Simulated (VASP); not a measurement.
Data:

```yaml
crystal:
  lattice:
    - [1.74779, -3.02726, 0.00000]
    - [1.74779, 3.02726, 0.00000]
    - [0.00000, 0.00000, 13.99022]
  atoms:
    - { symbol: Te, position: [0.33333, 0.66667, 0.87921] }
    - { symbol: Te, position: [0.66667, 0.33333, 0.37921] }
    - { symbol: Te, position: [0.66667, 0.33333, 0.12079] }
    - { symbol: Te, position: [0.33333, 0.66667, 0.62079] }
    - { symbol: Mo, position: [0.33333, 0.66667, 0.25000] }
    - { symbol: Mo, position: [0.66667, 0.33333, 0.75000] }
```

These are PBEsol GGA, VASP's PBE PAW potentials (set 64) (plane waves; VASP 6.6.1) values and carry that method's errors. Run with 520 eV cut-off, 8×8×2 Γ-centred mesh, tetrahedra with Blöchl corrections, potentials Te Mo_sv.

Without a dispersion term in the relaxation, distances and binding between the weakly bound layers, chains or molecules are unreliable, and so is what depends on them.

Q: The job: MoTe2 (2H layered), 6 atoms, PBEsol, static run, 520 eV, 8×8×2 Γ-centred mesh. Roughly how much core time does it take on a busy server core?

A: About 80 core-seconds (one run on a shared machine, a rough figure). It had 20 irreducible k-points, 31 bands, up to 4036 plane waves and 18 electronic steps.

The compound is MoTe2 in the 2H layered structure. It was relaxed first.
